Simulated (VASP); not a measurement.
Wanted: the native input for a VASP 6.6.1 run.

| Item | Value |
| --- | --- |
| Task | single point |
| Functional | PBE |
| Potentials or basis | VASP PAW PBE potentials, release 64 (W_sv, Ni, Co) |
| Cutoff | 520 eV |
| k mesh | 1 × 1 × 1, shifted |
| Occupations | fermi-dirac, width 0.274 eV |
| Spin | no spin polarisation |
| Dipole correction | no |
| Further INCAR settings | LREAL = Auto; ALGO = Fast; EDIFF = 1e-06; NBANDS = 169; ISYM = 0 |

The structure of CoNi3W8 lies in POSCAR:

```
CoNi3W8
1.0
    7.0722760000      0.1139830000      0.0492570000
    0.1139830000      7.1169900000      0.1477660000
    0.0492570000      0.1477660000      7.3419800000
W Ni Co
16 6 2
Direct
   -0.0131210641     -0.0298909876      0.4229216337
    0.7658379546      0.7303540389      0.5812913717
    0.6879080454      0.8686555760      0.2570491820
    0.1379157445      0.5764331177      0.4854987984
    0.5827854546      0.0736695327      0.7975179563
    0.3330285943      0.5479163640      0.8050371427
    0.8410402139      0.5008954961      0.2501351895
    0.9330889174      0.5822985287      0.9221737072
    0.4876392703      0.4494875253      0.4952099269
    0.3510512391      0.9513736502      0.3201641233
    0.1217025985      0.7292205156      0.1639135896
    0.9264402105      0.3047120585      0.7050599774
    0.9621886849      0.1320979297      0.0421896940
    0.0630156382      0.8951653774      0.7776433648
    0.3043476815      0.2016677110      0.6124714471
    0.4773569627      0.5657068053      0.1614562552
    0.3351696971      0.8809934831      0.9603734501
    0.7543494030      0.1935270798      0.4747350563
    0.1671445670      0.3624037602      0.2888852879
    0.3186700413      0.2349818371      1.0184254035
    0.3622170770      0.8481805463      0.6290414884
    0.6519528518      0.7212942815      0.8701749375
    0.6231995657      0.1536628035      0.1910940810
    0.6742237760      0.3990731951      0.8837284097
```

The cell was built by a generator and needn't be a form met in nature.

One way to write it, as run:

INCAR

```
ALGO = Fast
EDIFF = 1E-6
ENCUT = 520
GGA = PE
ISIF = 2
ISMEAR = -1
ISYM = 0
LASPH = True
LCHARG = True
LELF = True
LREAL = Auto
LVHAR = True
LWAVE = False
NBANDS = 169
NELM = 100
PREC = Accurate
SIGMA = 0.274
```

KPOINTS

```
Automatic mesh
0
Gamma
  1 1 1
  0.25 0.25 0.25
```

Potentials or basis: VASP PAW PBE potentials, release 64 (W_sv, Ni, Co).

Launch:

```console
$ cat potpaw_PBE.64/W_sv/POTCAR potpaw_PBE.64/Ni/POTCAR potpaw_PBE.64/Co/POTCAR > POTCAR
$ mpirun -np 1 vasp_std > vasp.out
```

It gave:

| Quantity | Value |
| --- | --- |
| Pressure | 8.7 GPa |
| Largest force | 5.994 eV/Å |
| Band gap on the k mesh | 0.10 eV, direct |

Caveat: spin-orbit coupling is left out, which moves the levels of the heavy elements.

Wall time 6.9 min on 1 thread of Intel(R) Xeon(R) Platinum 8375C CPU @ 2.90GHz (Ice Lake), with other jobs on the host, peak memory 0.44 GiB.
